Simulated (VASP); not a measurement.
Zr2ZnN2:

```
Zr Zn N
1.0
     3.58619    0.00000    0.00000
    -1.79309    3.10573    0.00000
     0.00000    0.00000   14.76600
Zr Zn N
4 2 4
Direct
  0.33333 0.66667 0.91182
  0.66667 0.33333 0.08818
  0.66667 0.33333 0.41182
  0.33333 0.66667 0.58818
  0.00000 0.00000 0.75000
  0.00000 0.00000 0.25000
  0.66667 0.33333 0.93858
  0.33333 0.66667 0.06142
  0.33333 0.66667 0.43858
  0.66667 0.33333 0.56142
```

The cell was built by a generator and needn't be a form met in nature.

* Program: VASP 6.6.1
* Task: relaxation of cell and atoms
* Functional: PBE
* Potentials or basis: VASP PAW PBE potentials, release 64 (Zr_sv, Zn, N)
* Cutoff: 520 eV
* k mesh: 10 × 10 × 2
* Occupations: gaussian, width 0.1 eV
* Spin: no spin polarisation

At the start: pressure 0.9 GPa; volume 16.45 Å³/atom.

Where does the relaxation end?

Over 8 steps the energy falls by 2.1 meV/atom and the volume is 16.37 Å³/atom (-0.5 %); space group P6_3/mmc (No. 194, to 0.05 Å).

Step by step:
| step | energy change (eV) | largest force (eV/Å) | pressure (GPa) | volume (Å³) |
| --- | --- | --- | --- | --- |
| 1 | 0.0000 | 0.2186 | 0.88 | 164.46 |
| 2 | -0.0028 | 0.1189 | -1.71 | 166.63 |
| 3 | -0.0087 | 0.1005 | -0.56 | 165.64 |
| 4 | -0.0155 | 0.0880 | -0.35 | 164.95 |
| 5 | -0.0200 | 0.0714 | -0.01 | 163.90 |
| 6 | -0.0200 | 0.0700 | 0.02 | 163.78 |
| 7 | -0.0212 | 0.0111 | 0.03 | 163.66 |
| 8 | -0.0212 | 0.0098 | 0.04 | 163.65 |

Final structure:
```cif
data_structure
_symmetry_space_group_name_H-M 'P 1'
_symmetry_Int_Tables_number 1
_cell_length_a 3.6025
_cell_length_b 3.6025
_cell_length_c 14.5610
_cell_angle_alpha 90.000
_cell_angle_beta 90.000
_cell_angle_gamma 120.000
_cell_volume 163.65
loop_
_atom_site_label
_atom_site_type_symbol
_atom_site_fract_x
_atom_site_fract_y
_atom_site_fract_z
_atom_site_occupancy
Zr1 Zr 0.33333 0.66667 0.91044 1
Zr2 Zr 0.66667 0.33333 0.08956 1
Zr3 Zr 0.66667 0.33333 0.41044 1
Zr4 Zr 0.33333 0.66667 0.58956 1
Zn1 Zn 0.00000 0.00000 0.75000 1
Zn2 Zn 0.00000 0.00000 0.25000 1
N1 N 0.66667 0.33333 0.93706 1
N2 N 0.33333 0.66667 0.06294 1
N3 N 0.33333 0.66667 0.43706 1
N4 N 0.66667 0.33333 0.56294 1
```
